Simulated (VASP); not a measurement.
Data:

```
CELL_PARAMETERS angstrom
     -2.12656     2.12656     2.12656
      2.12656    -2.12656     2.12656
      2.12656     2.12656    -2.12656
ATOMIC_POSITIONS crystal
  Eu 0.00000 0.00000 0.00000
```

All values below come from PBEsol GGA, VASP's PBE PAW potentials (set 64) (plane waves; VASP). Run with 520 eV cut-off, 12×12×12 Γ-centred mesh, first-order Methfessel-Paxton smearing of 0.10 eV, potentials Eu_2.

The 4f electrons are frozen in the core of the lanthanide potential, so 4f levels, which can set the real gap, and their magnetism are missing.

### Question
The job: Eu (bcc), 1 atom, PBEsol, static run, 520 eV, 12×12×12 Γ-centred mesh. Roughly how much core time does it take on a busy server core?

### Answer
About 8 core-seconds (one run on a shared machine, a rough figure). It had 72 irreducible k-points, 8 bands, up to 1055 plane waves and 11 electronic steps.

The compound is Eu in the bcc structure. This cell is one point of a volume scan, at 0.97 of the reference volume.
